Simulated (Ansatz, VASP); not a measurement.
**BiMo in two plane-wave programs**

Aim: how closely do two programs agree when they are given the same cell, functional and k mesh? The cell is invented: As first built, before any earlier steps moved the atoms (in the runner's words): it takes the MoP structure with some of its atoms replaced by other elements, volume scaled by an estimate. It may not be a known or stable phase. The cell is taken from a series of VASP runs on this material, whose earlier steps may have relaxed, scaled or displaced it; both programs get it as it stands.

Method: plane waves, with VASP 6.6.1 beside it; relaxation of cell and atoms at PBEsol, in Ansatz 0.2.0.

## (1) Starting point

The structure is hexagonal, space group P-6m2 (No. 187). The conventional cell has a = 3.465 Å, b = 3.465 Å, c = 3.942 Å, α = 90.00°, β = 90.00°, γ = 120.00°. Bi has 6 Mo at 2.81 Å nearest. Nearest to Mo lie 6 Bi at 2.81 Å. As first built, before any earlier steps moved the atoms (in the runner's words): sites of the MoP structure (space group 187) filled with other elements, volume scaled by an estimate. Farther neighbours are not listed.

Structure file:

```xyz
2
Lattice="3.4647 0.0000 0.0000 -1.7324 3.0006 0.0000 0.0000 0.0000 3.9416" Properties=species:S:1:pos:R:3 pbc="T T T"
Bi    0.0000    2.0004    1.9708
Mo    0.0000    0.0000    0.0000
```

## (2) VASP: relaxation of cell and atoms, PBEsol

The relaxed volume is the usual yardstick between codes: its relative difference is about their pressure difference at one cell divided by the bulk modulus.

Lines of VASP's logs that name or quote its potential files are left out, and so is its time.

INCAR

```
SYSTEM = BiMo
PREC = Accurate
ENCUT = 400
EDIFF = 1E-06
NELM = 100
ISMEAR = -1
SIGMA = 0.05
LREAL = .FALSE.
ALGO = Normal
GGA = PS
LORBIT = 11
LWAVE = .FALSE.
LCHARG = .FALSE.
IBRION = 2
NSW = 60
ISIF = 3
EDIFFG = -0.01
```

POSCAR

```
BiMo
1.0
    3.4647468923     -0.0000000089      0.0000000000
   -1.7323739678      3.0005594419      0.0000000000
    0.0000000000      0.0000000000      3.9416227284
Bi Mo
1 1
Direct
    0.3333333300      0.6666666700      0.5000000000
    0.0000000000      0.0000000000      0.0000000000
```

KPOINTS

```
Automatic mesh
0
Gamma
7 7 6
0 0 0
```

PAW data sets: Bi_d and Mo_sv (PBE family, release 64).

On the command line:

```console
mpirun -np 1 vasp_std
```

Numbers of over 12 decimals in the logs are rounded to 6 here.

Log:

```text
[banner, memory and clock lines left out]
running    1 mpi-ranks, on    1 nodes
 distrk:  each k-point on    1 cores,    1 groups
 distr:  one band on    1 cores,    1 groups

 POSCAR found type information on POSCAR BiMo
 POSCAR found :  2 types and       2 ions
|                                                                             |
|               ----> ADVICE to this user running VASP <----                  |
|                                                                             |
|     You enforced a specific xc type in the INCAR file but a different       |
|     [... a line on the potential file left out ...]
|     I HOPE YOU KNOW WHAT YOU ARE DOING!                                     |
|                                                                             |

 LDA part: xc-table for (Slater+PW92), standard interpolation
 POSCAR, INCAR and KPOINTS ok, starting setup
 FFT: planning ... GRIDC
 FFT: planning ... GRID_SOFT
 FFT: planning ... GRID
 WAVECAR not read
 entering main loop
       N       E                     dE             d eps       ncg     rms          rms(c)
DAV:   1     0.264019018558E+03    0.26402E+03   -0.13958E+04  1160   0.169E+03
DAV:   2     0.882109852537E+00   -0.26314E+03   -0.25880E+03  1172   0.458E+02
DAV:   3    -0.147462147703E+02   -0.15628E+02   -0.15146E+02  1470   0.117E+02
DAV:   4    -0.151432680886E+02   -0.39705E+00   -0.39208E+00  1364   0.172E+01
DAV:   5    -0.151545596539E+02   -0.11292E-01   -0.11282E-01  1438   0.293E+00    0.110E+01
DAV:   6    -0.147079398178E+02    0.44662E+00   -0.26236E+00  1226   0.111E+01    0.257E+00
DAV:   7    -0.146377761956E+02    0.70164E-01   -0.29423E-01  1358   0.520E+00    0.220E+00
DAV:   8    -0.146187877468E+02    0.18988E-01   -0.64023E-02  1346   0.240E+00    0.268E-01
DAV:   9    -0.146180825317E+02    0.70522E-03   -0.30954E-03  1324   0.662E-01    0.694E-02
DAV:  10    -0.146180406433E+02    0.41888E-04   -0.24151E-04  1582   0.171E-01    0.274E-02
DAV:  11    -0.146180377388E+02    0.29045E-05   -0.15550E-05  1410   0.414E-02    0.529E-03
DAV:  12    -0.146180374623E+02    0.27646E-06   -0.36773E-06  1172   0.218E-02
   1 F= -.14618037E+02 E0= -.14609904E+02  d E =-.146180E+02
[...]
2 F= -.14619654E+02 E0= -.14611417E+02  d E =-.161641E-02
[...]
3 F= -.14619655E+02 E0= -.14611420E+02  d E =-.161711E-02
[...]
4 F= -.14620815E+02 E0= -.14612621E+02  d E =-.116092E-02
[...]
5 F= -.14622796E+02 E0= -.14614460E+02  d E =-.314155E-02
[...]
6 F= -.14622870E+02 E0= -.14614406E+02  d E =-.321541E-02
[...]
7 F= -.14623069E+02 E0= -.14614748E+02  d E =-.199359E-03
 trial-energy change:   -0.000199  1 .order   -0.000206   -0.000512    0.000100
 step:   0.3694(harm=  0.3736)  dis= 0.00000  next Energy=   -14.623078 (dE=-0.208E-03)
 bond charge predicted
       N       E                     dE             d eps       ncg     rms          rms(c)
DAV:   1    -0.146232324240E+02   -0.16330E-03   -0.44859E-03  1282   0.937E-01    0.950E-02
DAV:   2    -0.146231024557E+02    0.12997E-03   -0.48682E-04  1174   0.244E-01    0.244E-02
DAV:   3    -0.146230834451E+02    0.19011E-04   -0.48789E-05  1430   0.865E-02    0.117E-02
DAV:   4    -0.146230793901E+02    0.40549E-05   -0.14809E-05  1466   0.519E-02    0.547E-03
DAV:   5    -0.146230786037E+02    0.78641E-06   -0.81628E-07   594   0.842E-03
   8 F= -.14623079E+02 E0= -.14614733E+02  d E =-.208626E-03
 curvature:  -0.24 expect dE=-0.908E-06 dE for cont linesearch -0.441E-06
 trial: gam= 0.00000 g(F)=  0.989E-44 g(S)=  0.386E-05 ort =-0.521E-04 (trialstep = 0.431E+00)
 search vector abs. value=  0.386E-05
 reached required accuracy - stopping structural energy minimisation
```

OUTCAR, selected parts (step 2):

```text
ion  position               nearest neighbor table
   1  0.333  0.667  0.500-   2 2.81   2 2.81   2 2.81   2 2.81   2 2.81   2 2.81
   2  0.000  0.000  0.000-   1 2.81   1 2.81   1 2.81   1 2.81   1 2.81   1 2.81

  LATTYP: Found a hexagonal cell.
 ALAT       =     3.4647468923
 C/A-ratio  =     1.1376365579

 Subroutine GETGRP returns: Found 12 space group operations
 (whereof 12 operations were pure point group operations)

The static configuration has the point symmetry D_3h.

 Found     32 irreducible k-points:

   k-points           NKPTS =     32   k-points in BZ     NKDIM =     32   number of bands    NBANDS=     18

   dimension x,y,z NGX =    24 NGY =   24 NGZ =   28
   dimension x,y,z NGXF=    48 NGYF=   48 NGZF=   56

   ENCUT  =  400.0 eV  29.40 Ry    5.42 a.u.   5.65  5.65  6.43*2*pi/ulx,y,z

   NELECT =      29.0000    total number of electrons

 k-points in reciprocal lattice and weights: Automatic mesh
   0.00000000  0.00000000  0.00000000       0.003
   0.14285714 -0.00000000  0.00000000       0.020
   0.28571429  0.00000000  0.00000000       0.020
   0.42857143 -0.00000000  0.00000000       0.020
   0.14285714  0.14285714  0.00000000       0.020
   0.28571429  0.14285714  0.00000000       0.041
   0.42857143  0.14285714  0.00000000       0.020
   0.28571429  0.28571429  0.00000000       0.020
   0.00000000  0.00000000  0.16666667       0.007
[...]
0.42857143  0.14285714  0.50000000       0.020
   0.28571429  0.28571429  0.50000000       0.020

 average (electrostatic) potential at core
       1 -99.5433       2 -70.1634

 E-fermi :  11.2361

 k-point     1 :       0.0000    0.0000    0.0000
  band No.  band energies     occupation
    ...
     12       9.4015      2.00000
     13       9.6314      2.00000
     14       9.6314      2.00000
     15      11.2423      0.93816
     16      11.2423      0.93814
     17      15.4661      0.00000
     18      16.7740      0.00000

 k-point     2 :       0.1429   -0.0000    0.0000
  band No.  band energies     occupation
    ...
     11       8.4536      2.00000
     12       8.7812      2.00000
     13       9.0460      2.00000
     14       9.9170      2.00000
     15      11.2053      1.29866
     16      12.2710      0.00000
     17      13.7638      0.00000
     18      15.7154      0.00000

 k-point     3 :       0.2857    0.0000    0.0000
  band No.  band energies     occupation
    ...
     11       7.1604      2.00000
     12       8.0883      2.00000
     13       8.9751      2.00000
     14      10.6738      1.99997
     15      11.1248      1.80506
     16      12.3190      0.00000
     17      14.0017      0.00000
     18      14.1106      0.00000

  Total        0.0077021      0.0077021      0.0064352     -0.0000000      0.0000000      0.0000000
  in kB        0.3025106      0.3025107      0.2527512     -0.0000001      0.0000000      0.0000000
  external PRESSURE =       0.2859242 kB  Pullay stress =       0.0000000 kB

  energy-cutoff  :      400.00
  volume of cell :       40.79
      direct lattice vectors                 reciprocal lattice vectors
     3.420959835 -0.000000001 -0.000000000     0.292315621  0.168768519  0.000000000
    -1.710480426  2.962638711  0.000000000     0.000000000  0.337536938  0.000000000
     0.000000000 -0.000000000  4.024866267     0.000000000 -0.000000000  0.248455460

 POSITION                                       TOTAL-FORCE (eV/Angst)
 -----------------------------------------------------------------------------------
     -0.00000      1.97509      2.01243        -0.000000     -0.000000      0.000000
      0.00000      0.00000      0.00000         0.000000      0.000000     -0.000000
 -----------------------------------------------------------------------------------
    total drift:                                0.000017     -0.000005     -0.000000

  FREE ENERGIE OF THE ION-ELECTRON SYSTEM (eV)
  ---------------------------------------------------
  free  energy   TOTEN  =       -14.6230786037 eV

  energy  without entropy=      -14.6063876008  energy(sigma->0) =      -14.61473310

 reached required accuracy - stopping structural energy minimisation

 total charge
# of ion       s       p       d       tot
------------------------------------------
    1        1.421   1.636   9.992  13.049
    2        2.228   6.099   4.066  12.393
--------------------------------------------------
tot          3.649   7.735  14.059  25.443

[... 3 further parts left out ...]
```

This run has no spin polarisation. Its electron count is odd, so without a moment it is a metal by construction. The k-mesh is coarse for a metal. The PAW data sets were made with PBE, which is usual practice but a small mismatch for other functionals. The run keeps the 12 symmetry operations of its start, so it cannot find a distortion of lower symmetry.

## (3) Ansatz: relaxation of cell and atoms, PBEsol

Ansatz runs on its default PAW (the set named soft_2) files.

The same cell, functional, mesh and smearing now go to Ansatz, which takes its cutoff from its data sets.

input.yaml

```yaml
crystal:
  lattice:
    - [3.4647468923, -8.9e-09, 0.0]
    - [-1.7323739678, 3.0005594419, 0.0]
    - [0.0, 0.0, 3.9416227284]
  atoms:
    - { symbol: Bi, position: [0.33333333, 0.66666667, 0.5] }
    - { symbol: Mo, position: [0.0, 0.0, 0.0] }
hamiltonian:
  xc: pbesol
  pseudopotentials: { kind: paw }
kpoints:
  mp_grid: { grid: [7, 7, 6] }
scf:
  occupations: { method: fermi_dirac, width: 0.05 }
relax:
  f_tol: 0.01
  max_steps: 60
  cell: { stress_tol: 0.05 }
output:
  forces: true
  stress: true
```

On the command line:

```console
ansatz run input.yaml --threads 4 --pin off --max-ram 9216MiB --backend cpu --events-out ev --progress --plain --runs-dir out
```

Log:

```text
Warning: the atoms were moved onto the symmetric positions of the space group found under crystal.symmetry.tolerance 1.0e-5 (fractional; no operation is sought that the atoms, as they stand in a round, miss by more than twice it, and no atom is moved by as much as it), and the run uses the moved positions. Before a round's move an operation carried an atom to 1.73e-8 Å from where it should land, the largest such dist [...]
Engine: ansatz 0.2.0, aarch64-unknown-linux-gnu
Pseudopotentials: kind: paw
Pseudopotential: Bi, paw, valence charge 15, recommended cutoff 420 eV (normal), Bi.paw.azcp
Pseudopotential: Mo, paw, valence charge 14, recommended cutoff 420 eV (normal), Mo.paw.azcp
Functional definition: PBEsol
  exchange = pbesol_x
  correlation = pbesol_c
Crystal: 2 atoms, lattice volume = 40.978 Å³
Basis set: ecut = 420 eV, 799 PW (Γ), exchange–correlation on 48×48×54 points (8 copies of the dense FFT grid, shifted against one another)
Bands: 19, of which v1, the nominal top of the filled ones, is band 15 counted from 1 (14 counted from 0)
Symmetry: 12 space group operations
Space group: P-6m2 (ITA 187), of the structure as read, at distance tolerance 3.4e-5 Å
k-points: 32 of 294 (time reversal used)
Non-local potential: Bi, projectors of the file, l = 0: 2, l = 1: 2, l = 2: 2, l = 3: 2
Non-local potential: Mo, projectors of the file, l = 0: 3, l = 1: 2, l = 2: 2, l = 3: 1
PAW form: soft (Blöchl's): semilocal exchange-correlation on the pseudo side does not see the compensation charge
PAW frozen core: Bi, regenerated for the run's functional, and the local potential with it (the file was generated under x = pbe(κ = 0.804, μ = 0.219515), c = pbe(β = 0.066725))
PAW frozen core: Mo, regenerated for the run's functional, and the local potential with it (the file was generated under x = pbe(κ = 0.804, μ = 0.219515), c = pbe(β = 0.066725))
PAW one-centre angular grid: Bi, 590 points (default); XC on 64 Gauss nodes
PAW one-centre angular grid: Mo, 590 points (default); XC on 64 Gauss nodes
Initial density: superposition of atomic densities (neutral atoms: chi_scale 0, normalization atom), corrected by the library's trained network
Initial wavefunctions: pseudopotential atomic-orbital guess
Functional: x = pbesol(κ = 0.804, μ = 0.123457), c = pbesol(β = 0.046)
SCF iter   1: F=—  HF=-17138.015368 eV  |F-HF|=—  |Δ(HF+E_count)|=         —  Δρ=7.53e-3  dr2=1.72e-2  ethr=1.77e-3  ⟨swp⟩=5.7  Hψ=2695  notcnv=0
preconditioner: auto → none  [metal: Δε(μ)=0.016 eV  Ē_g=16.233 eV  σ=0.050 eV  W_gap=0.08  n_scr=8 (ndim 8)  ℏωp=26.6 eV  f_vac=0.000  D(μ)=1.77/eV (n_scr^D=20)  sad-step TF]
SCF iter   2: F=—  HF=-17138.014601 eV  |F-HF|=—  |Δ(HF+E_count)|=   7.66e-4  Δρ=4.50e-3  dr2=7.44e-3  ethr=5.94e-5  ⟨swp⟩=1.8  Hψ=952  notcnv=0
SCF iter   3: F=—  HF=-17138.013260 eV  |F-HF|=—  |Δ(HF+E_count)|=   1.34e-3  Δρ=4.36e-4  dr2=5.93e-5  ethr=2.56e-5  ⟨swp⟩=2.1  Hψ=699  notcnv=0
SCF iter   4: F=—  HF=-17138.013262 eV  |F-HF|=—  |Δ(HF+E_count)|=   2.50e-6  Δρ=1.22e-4  dr2=3.84e-6  ethr=2.04e-7  ⟨swp⟩=2.0  Hψ=1039  notcnv=0
SCF iter   5: F=—  HF=-17138.013262 eV  |F-HF|=—  |Δ(HF+E_count)|=   1.27e-8  Δρ=4.00e-5  dr2=4.18e-7  ethr=1.32e-8  ⟨swp⟩=2.0  Hψ=934  notcnv=0
SCF iter   6: F=-17138.013262 eV  HF=-17138.013262 eV  |F-HF|=5.96e-9  |Δ(HF+E_count)|=   1.87e-8  Δρ=7.96e-6  dr2=1.62e-8  ethr=3.45e-10  ⟨swp⟩=5.0  Hψ=2327  notcnv=0
SCF 1 converged in 6 iterations: F = -17138.013262 eV  dr2 = 1.62e-8
  greatest PAW one-centre occupation: 0.999 electrons in one spin orbital (limit 2), on the Mo atom at site 1 (counted from 0), in its partial waves of l = 0
relax step   1: F+E_penalty+E_count = -17138.01326211 eV  Δ(F+E_penalty+E_count) = +0.000e0 eV  max|allowed force component| = 5.320e-17 eV/Å  Δτ_max = 0.0000 Å  P = +0.546 GPa  Ω = 40.978 Å³  (6 SCF iters, dr2 threshold 1.00e-7 eV, accepted)
[...]
relax step   2: F+E_penalty+E_count = -17138.01631673 eV  Δ(F+E_penalty+E_count) = -3.055e-3 eV  max|allowed force component| = 5.551e-17 eV/Å  Δτ_max = 0.0000 Å  P = -1.078 GPa  Ω = 41.256 Å³  energy of the carried Pulay correction = -7.261e-5 eV  (6 SCF iters, dr2 threshold 2.00e-7 eV, accepted)
[...]
relax step   3: F+E_penalty+E_count = -17138.01738542 eV  Δ(F+E_penalty+E_count) = -1.069e-3 eV  max|allowed force component| = 8.558e-17 eV/Å  Δτ_max = 0.0000 Å  P = +0.247 GPa  Ω = 40.679 Å³  energy of the carried Pulay correction = +6.004e-5 eV  (6 SCF iters, dr2 threshold 2.00e-7 eV, accepted)
[...]
relax step   4: F+E_penalty+E_count = -17138.01812731 eV  Δ(F+E_penalty+E_count) = -7.419e-4 eV  max|allowed force component| = 3.238e-17 eV/Å  Δτ_max = 0.0000 Å  P = +0.026 GPa  Ω = 40.847 Å³  energy of the carried Pulay correction = +2.291e-5 eV  (6 SCF iters, dr2 threshold 2.00e-7 eV, accepted)
[...]
relax step   5: F+E_penalty+E_count = -17138.01813690 eV  Δ(F+E_penalty+E_count) = -9.589e-6 eV  max|allowed force component| = 6.476e-17 eV/Å  Δτ_max = 0.0000 Å  P = -0.008 GPa  Ω = 40.846 Å³  energy of the carried Pulay correction = +2.284e-5 eV  (6 SCF iters, dr2 threshold 1.74e-8 eV, accepted)
[...]
relax step   6: F+E_penalty+E_count = -17138.01811406 eV  Δ(F+E_penalty+E_count) = +2.284e-5 eV  max|allowed force component| = 8.095e-17 eV/Å  Δτ_max = 0.0000 Å  P = -0.008 GPa  Ω = 40.846 Å³  stress off target by 9.73e-3 GPa  SCF on the basis re-selected at this cell (its energy is not comparable with the rows above)  (9 SCF iters)
basis re-selected at this cell: Δ(F+E_penalty+E_count) = +2.284e-5 eV, ΔP = -0.000 GPa vs the last step (what re-selecting the basis moved, of the pressure what is left beyond the Pulay correction that the steps carried, after the strain that the cell walked since its last selection, with what the two solves' SCF thresholds leave and, on support functions, any second-order correction that the steps lacked; it is no m [...]
SCF converged after 9 iterations
Free energy (F): -17138.018114 eV
Harris-Foulkes:  -17138.018114 eV  (|F-HF|=3.64e-12)
Internal energy: -17138.001454 eV  (E = F + TS)
E sigma→0 (E₀):  -17138.009784 eV
Entropy (-TS):   -0.016660 eV (-8.330 meV/atom)
Fermi energy:    17.391510 eV
--- Per-component energies (eV) ---
  E_band       = -104.857711
  E_kinetic    = 748.046306
  E_local      = -2122.289863  (includes V_loc(G=0)·N_el)
  E_nonlocal   = 709.516769
  E_hartree    = 683.872261
  E_xc         = -331.879588
  E_vxc        = -371.946847  (∫ρ·V_xc dr)
  E_paw        = -13656.424357  (= ΣΔE_a)
  E_vpaw       = -435.928162  (= ΣTr[D̂ρ^β])
  E_aug_tail   = -0.000437  (compensation charges beyond the density's cutoff)
  E_ewald      = -3169.141597
  E_core_change = 0.299052  (= ΣΔE_core)
  E_smearing   = -0.016660  (= −TS)
  E_closure    = -0.000000  (closes the sum)
  Σ components = -17138.018114   (vs F -17138.018114, Δ=0.00e0)
--- Forces (eV/Å), atoms counted from 1 ---
  atom   1  Bi     0.00000000    -0.00000000     0.00000000
  atom   2  Mo     0.00000000    -0.00000000     0.00000000
  max |Σ_I F_I| component: 2.08e-16 eV/Å
--- Stress (GPa, compression-positive) ---
       -0.007831      -0.000000      -0.000000
       -0.000000      -0.007831      -0.000000
       -0.000000      -0.000000      -0.009728
  P = ⅓ Tr σ = -0.0085 GPa (-0.085 kbar)
--- Relaxed structure (5 steps of the walk, 5 accepted, 1 SCFs on fresh bases) ---
  F+E_penalty+E_count = -17138.01811406 eV   max|allowed force component| = 8.095e-17 eV/Å   (the final SCF, on the basis selected at the relaxed cell)
  cell:  # Å, volume = 40.8460 Å³
    - [3.422467, 2.931038177518602e-7, 0]
    - [-1.711234, 2.963943, 0]
    - [0, 0, 4.026615]
  atoms:
    - { symbol: Bi, position: [0.333333, 0.666667, 0.5] }
    - { symbol: Mo, position: [-1.8503717008154228e-17, -9.251858607474689e-18, 0] }
```

It took 4.1 s on 4 threads of Arm Neoverse V2, shared host; peak memory 0.35 GiB.

## (4) Differences

Known differences besides the potentials themselves: both relaxations stop at a tolerance, which leaves soft axes loose, and VASP keeps its plane-wave basis; the cutoff is 420 eV in Ansatz and 400 eV in VASP; Ansatz makes its cores anew for this functional, VASP keeps those of its PBE data sets; VASP leaves aspherical gradient terms in its spheres out (LASPH is not set), Ansatz keeps them; Ansatz adds a Pulay correction to the stress that steers its cell, VASP none. Total energies have different zeros and are not compared.

The two programs side by side:

| quantity | Ansatz | VASP | difference |
| --- | --- | --- | --- |
| volume (Å³) | 40.85 | 40.79 | +0.13 % |
| edge a after relaxation, in the typed setting (Å) | 3.422 | 3.421 | +0.04 % |
| edge c after relaxation, in the typed setting (Å) | 4.027 | 4.025 | +0.04 % |

The walks stopped with -0.01 GPa left in Ansatz and 0.03 GPa in VASP; each walk ends within a tolerance, so the volume difference is uncertain by about these residues over the bulk modulus, most in soft cells.

## (5) Outcome

```yaml
difference_in_volume_relaxation_of_cell_and_atoms_pbesol: 0.13 %
```

The difference in volume is 0.13 % (relaxation of cell and atoms, PBEsol), within the 1.2 % picked in this series as the mark of a large difference, as far as the stopping tolerances let one tell. How closely two codes agree says nothing of how well the functional describes the real material.

[Lines on the potential files, build, host, timing and source positions are cut from VASP's logs without a mark.]

[Logs are printed without paths, hosts, clocks, repeated set-up lines and the standing remarks that a program may print on its own settings, such as how far it seeks lower states.]

[Hosts, paths, dates, database ids (printed as entryN), source tags and the programs' standing remarks are cut or masked in the printed files.]
